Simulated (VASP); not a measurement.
Input for VASP

### INCAR
```
ALGO = Normal
EDIFF = 1E-6
EDIFFG = -0.02
ENCUT = 400
GGA = PS
IBRION = 2
ISIF = 3
ISMEAR = 1
LASPH = .TRUE.
LCHARG = .FALSE.
LMAXMIX = 4
LREAL = .FALSE.
LWAVE = .FALSE.
NELM = 100
NSW = 60
PREC = Accurate
SIGMA = 0.1
SYSTEM = Sn2GeTe3
```

**POSCAR**
```
Sn2GeTe3
1
    4.3422285149     0.0000000000    -0.0000000000
   -2.1711142574     3.7604799904     0.0000000000
    0.0000000000    -0.0000000000    10.7586841545
Sn Ge Te
2 1 3
Direct
  0.3333330000   0.6666670000   0.8254980435
  0.6666670000   0.3333330000   0.1745019565
  0.0000000000   0.0000000000   0.5000000000
  0.3333330000   0.6666670000   0.3493357339
  0.6666670000   0.3333330000   0.6506642661
  0.0000000000   0.0000000000   1.0000000000
```

File KPOINTS:
```
K-points
0
G
 7 7 3
```

POTCAR, in this order: Sn_d Ge_d Te (PBE.64 set). Program: vasp_std.

**Question.** Translate this PBEsol calculation to Quantum ESPRESSO's pw.x.

**Answer.** One equivalent input (not run):
```
&CONTROL
  calculation = 'vc-relax'
  pseudo_dir = './pseudo'
  outdir = './out'
  tprnfor = .true.
  tstress = .true.
  nstep = 60
  forc_conv_thr = 0.00078
/
&SYSTEM
  ibrav = 0
  nat = 6
  ntyp = 3
  ecutwfc = 82.3
  occupations = 'smearing'
  smearing = 'methfessel-paxton'
  degauss = 0.00735
  input_dft = 'pbesol'
/
&ELECTRONS
  conv_thr = 7.3e-08
  electron_maxstep = 100
/
&IONS
/
&CELL
/
ATOMIC_SPECIES
  Sn 118.710 Sn.upf
  Ge 72.630 Ge.upf
  Te 127.600 Te.upf
CELL_PARAMETERS angstrom
     4.3422285    0.0000000   -0.0000000
    -2.1711143    3.7604800    0.0000000
     0.0000000   -0.0000000   10.7586842
ATOMIC_POSITIONS crystal
  Sn   0.3333330  0.6666670  0.8254980
  Sn   0.6666670  0.3333330  0.1745020
  Ge   0.0000000  0.0000000  0.5000000
  Te   0.3333330  0.6666670  0.3493357
  Te   0.6666670  0.3333330  0.6506643
  Te   0.0000000  0.0000000  1.0000000
K_POINTS automatic
  7 7 3 0 0 0
```
Limits of the translation: the potentials are each code's own (VASP's PAW set, PseudoDojo norm-conserving files in pw.x), so ENCUT and ecutwfc are chosen apart and not converted; conv_thr bounds pw.x's estimated SCF error, while EDIFF bounds the energy change between steps; forc_conv_thr acts on force components and is met together with etot_conv_thr.

The structure comes from a computed database's Sn2GeTe3 entry (P-3m1); how it stands against other phases isn't given here. This run relaxes it. Symmetry was kept, so distortions that lower it aren't found. The start is the result of an earlier pass.
